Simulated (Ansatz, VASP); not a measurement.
# Cross-check of NiS2 (Vaesite) between VASP and Ansatz, part 2 of 3

One calculation is typed for both programs; each brings its own data sets. How far apart do they land? The cell is taken from a series of runs on this material, whose earlier steps may have relaxed, scaled, displaced or heated it; both programs get it as it stands.

VASP 6.6.1 and Ansatz 0.2.0.

So far: Set-up; Ansatz: zone-centre phonons, LDA.

**3. VASP: zone-centre phonons, LDA**

Level of this step: LDA, no spin polarisation; plane waves and PAW (Ni, S) (VASP).

The same cell, functional (in two slightly different forms), mesh and smearing now go to VASP, with its own data sets.

Lines of VASP's logs that name or quote its potential files are left out, and so is its time.

Contents of INCAR:

```
SYSTEM = NiS2
PREC = Accurate
ENCUT = 600
EDIFF = 1E-08
NELM = 120
ISMEAR = 0
SIGMA = 0.1
LREAL = .FALSE.
ALGO = Normal
GGA = CA
NBANDS = 56
LASPH = .TRUE.
LORBIT = 11
LWAVE = .FALSE.
LCHARG = .FALSE.
ISIF = 2
IBRION = 8
GGA_COMPAT = .FALSE.
KPAR = 2
```

Contents of POSCAR:

```
NiS2
1.0
    5.5145086443      0.0000000000      0.0000000000
    0.0000000000      5.5145086443      0.0000000000
    0.0000000000      0.0000000000      5.5145086443
Ni S
4 8
Direct
    0.0000000000      0.0000000000      0.0000000000
    0.5000000000      0.0000000000      0.5000000000
    0.5000000000      0.5000000000      0.0000000000
    0.0000000000      0.5000000000      0.5000000000
    0.3910981773      0.3910981773      0.3910981773
    0.1089018227      0.6089018227      0.8910981773
    0.8910981773      0.1089018227      0.6089018227
    0.6089018227      0.8910981773      0.1089018227
    0.6089018227      0.6089018227      0.6089018227
    0.8910981773      0.3910981773      0.1089018227
    0.1089018227      0.8910981773      0.3910981773
    0.3910981773      0.1089018227      0.8910981773
```

Contents of KPOINTS:

```
Automatic mesh
0
Gamma
4 4 4
0 0 0
```

PAW data sets: Ni and S (LDA family, release 64).

Started as:

```console
> mpirun -np 2 vasp_std
```

Log:

```text
[banner, memory and clock lines left out]
running    2 mpi-ranks, on    1 nodes
 distrk:  each k-point on    1 cores,    2 groups
 distr:  one band on    1 cores,    1 groups

 POSCAR found type information on POSCAR NiS
 POSCAR found :  2 types and      12 ions
 LDA part: xc-table for (Slater(with rela. corr.)+CA(PZ))
 , standard interpolation
 POSCAR, INCAR and KPOINTS ok, starting setup
 FFT: planning ... GRIDC
 FFT: planning ... GRID_SOFT
 FFT: planning ... GRID
 WAVECAR not read
 entering main loop
       N       E                     dE             d eps       ncg     rms          rms(c)
DAV:   1     0.849183688211E+03    0.84918E+03   -0.41410E+04  1232   0.190E+03
DAV:   2     0.556224353052E+02   -0.79356E+03   -0.76390E+03  1240   0.449E+02
DAV:   3    -0.648551115118E+02   -0.12048E+03   -0.11461E+03  1488   0.178E+02
DAV:   4    -0.731995381131E+02   -0.83444E+01   -0.81818E+01  1464   0.457E+01
DAV:   5    -0.735653335259E+02   -0.36580E+00   -0.36446E+00  1736   0.914E+00    0.392E+01
DAV:   6    -0.843410187207E+02   -0.10776E+02   -0.11273E+02  1568   0.128E+02    0.433E+01
DAV:   7    -0.681956644714E+02    0.16145E+02   -0.37876E+01  1568   0.113E+02    0.157E+01
DAV:   8    -0.695526161816E+02   -0.13570E+01   -0.15801E+01  1856   0.282E+01    0.929E+00
DAV:   9    -0.686914509236E+02    0.86117E+00   -0.24849E+00  1672   0.201E+01    0.176E+00
DAV:  10    -0.686994473697E+02   -0.79964E-02   -0.17717E-01  1416   0.168E+00    0.124E+00
DAV:  11    -0.686978134105E+02    0.16340E-02   -0.19400E-02  1696   0.871E-01    0.832E-01
DAV:  12    -0.686941783001E+02    0.36351E-02   -0.10253E-02  1784   0.132E+00    0.227E-01
DAV:  13    -0.686943452960E+02   -0.16700E-03   -0.17805E-03  1384   0.227E-01    0.111E-01
DAV:  14    -0.686943592428E+02   -0.13947E-04   -0.11644E-04  1800   0.927E-02    0.532E-02
DAV:  15    -0.686943476998E+02    0.11543E-04   -0.47028E-05  1672   0.100E-01    0.246E-02
DAV:  16    -0.686943477989E+02   -0.99128E-07   -0.59449E-06  1424   0.114E-02    0.193E-02
DAV:  17    -0.686943472895E+02    0.50940E-06   -0.79786E-07  1560   0.371E-03    0.114E-02
DAV:  18    -0.686943470048E+02    0.28469E-06   -0.32957E-07  1768   0.555E-03    0.375E-03
DAV:  19    -0.686943469721E+02    0.32648E-07   -0.19908E-07  1816   0.295E-03    0.921E-04
DAV:  20    -0.686943469714E+02    0.77034E-09   -0.86804E-09   800   0.758E-04
   1 F= -.68694347E+02 E0= -.68664750E+02  d E =-.591943E-01
 Linear response reoptimize wavefunctions to high precision
DAV:   1    -0.686943469700E+02    0.13288E-08   -0.27686E-09   784   0.444E-04
DAV:   2    -0.686943469703E+02   -0.24738E-09   -0.25249E-09   768   0.392E-04
DAV:   3    -0.686943469706E+02   -0.28376E-09   -0.48610E-10   760   0.127E-04
 Linear response DOF=           2
 Linear response progress:
  Degree of freedom:   1/  2
       N       E                     dE             d eps       ncg     rms          rms(c)
RMM:   1    -0.200815277798E+00   -0.20082E+00   -0.15393E-01  6710   0.165E+00
RMM:   2    -0.190414945350E+00    0.10400E-01   -0.69456E-03  5581   0.541E-01    0.192E-01
RMM:   3    -0.190677088818E+00   -0.26214E-03   -0.87549E-04  6506   0.116E-01    0.101E-01
RMM:   4    -0.190938500340E+00   -0.26141E-03   -0.14998E-04  6482   0.543E-02    0.695E-02
RMM:   5    -0.190982933859E+00   -0.44434E-04   -0.10403E-04  5771   0.557E-02    0.797E-02
RMM:   6    -0.191037699315E+00   -0.54765E-04   -0.22050E-05  5477   0.315E-02    0.899E-03
RMM:   7    -0.191042157428E+00   -0.44581E-05   -0.53878E-06  5952   0.126E-02    0.205E-02
RMM:   8    -0.191043849589E+00   -0.16922E-05   -0.18408E-06  5227   0.872E-03    0.372E-03
RMM:   9    -0.191040440539E+00    0.34090E-05   -0.58446E-07  6393   0.361E-03    0.546E-03
RMM:  10    -0.191039437457E+00    0.10031E-05   -0.20370E-07  5388   0.252E-03    0.151E-03
RMM:  11    -0.191038464878E+00    0.97258E-06   -0.51806E-08  6158   0.107E-03    0.772E-04
RMM:  12    -0.191037600143E+00    0.86473E-06    0.13507E-08  5506   0.873E-04    0.504E-04
RMM:  13    -0.191036704703E+00    0.89544E-06   -0.14712E-08  5971   0.478E-04    0.138E-04
RMM:  14    -0.191036336480E+00    0.36822E-06    0.10033E-08  7123   0.177E-04    0.685E-05
RMM:  15    -0.191036124177E+00    0.21230E-06    0.36447E-08  7454   0.968E-05    0.315E-05
RMM:  16    -0.191036081590E+00    0.42587E-07    0.34052E-08  7756   0.809E-05    0.902E-06
RMM:  17    -0.191036077408E+00    0.41816E-08    0.19129E-08  8119   0.765E-05    0.241E-06
 first order change of Fermi-energy   0.34559E-04
 force on displaced ion       1 direction 1 :  -5.396   0.137   0.140
 Linear response progress:
  Degree of freedom:   2/  2
       N       E                     dE             d eps       ncg     rms          rms(c)
RMM:   1    -0.121035520923E+00   -0.12104E+00   -0.33816E-03 10624   0.134E+00
RMM:   2    -0.110541029916E+00    0.10494E-01   -0.70018E-03  6095   0.482E-01    0.305E-01
RMM:   3    -0.113811074489E+00   -0.32700E-02   -0.33918E-03  5712   0.383E-01    0.859E-01
RMM:   4    -0.111088341169E+00    0.27227E-02   -0.19576E-03  5188   0.288E-01    0.185E-01
RMM:   5    -0.111061035090E+00    0.27306E-04   -0.43468E-04  5463   0.121E-01    0.156E-01
RMM:   6    -0.110999287100E+00    0.61748E-04   -0.18131E-04  5161   0.907E-02    0.113E-01
RMM:   7    -0.110979153817E+00    0.20133E-04   -0.82860E-05  5179   0.654E-02    0.479E-02
RMM:   8    -0.111003430594E+00   -0.24277E-04   -0.37615E-05  5680   0.299E-02    0.318E-02
RMM:   9    -0.111002811686E+00    0.61891E-06   -0.16289E-05  5421   0.185E-02    0.187E-02
RMM:  10    -0.110994845145E+00    0.79665E-05   -0.99050E-06  6182   0.859E-03    0.490E-03
RMM:  11    -0.110994600620E+00    0.24453E-06   -0.30697E-06  6777   0.270E-03    0.244E-03
RMM:  12    -0.110996199544E+00   -0.15989E-05   -0.21666E-06  6079   0.124E-03    0.683E-04
RMM:  13    -0.110996281596E+00   -0.82052E-07   -0.18952E-06  6911   0.519E-04    0.179E-04
RMM:  14    -0.110996066485E+00    0.21511E-06   -0.20247E-06  7097   0.231E-04    0.125E-04
[...]
RMM:  19    -0.110996108432E+00    0.44518E-08   -0.18638E-06  8096   0.119E-04    0.598E-07
RMM:  20    -0.110996107363E+00    0.10689E-08   -0.18663E-06  7308   0.119E-04    0.343E-07
RMM:  21    -0.110996101683E+00    0.56793E-08   -0.18636E-06  7172   0.119E-04    0.294E-07
RMM:  22    -0.110996098284E+00    0.33990E-08   -0.17681E-06  7179   0.119E-04    0.264E-07
RMM:  23    -0.110996095992E+00    0.22921E-08   -0.17206E-06  7164   0.119E-04    0.234E-07
RMM:  24    -0.110996099926E+00   -0.39332E-08   -0.17530E-06  7222   0.119E-04    0.174E-07
RMM:  25    -0.110996098498E+00    0.14279E-08   -0.17215E-06  7282   0.119E-04    0.101E-07
RMM:  26    -0.110996100205E+00   -0.17070E-08   -0.17611E-06  7321   0.119E-04    0.666E-08
 first order change of Fermi-energy  -0.33161E-01
 force on displaced ion       5 direction 1 :  -8.728  -1.126  -1.122
 Linear response finished
```

(Continued in part 3 of 3.)

[Lines on the potential files, build, host, timing and source positions are cut from VASP's logs without a mark.]

[Logs are printed without paths, hosts, clocks, repeated set-up lines and the standing remarks that a program may print on its own settings, such as how far it seeks lower states.]

[Hosts, paths, dates, database ids (printed as entryN), source tags and the programs' standing remarks are cut or masked in the printed files.]
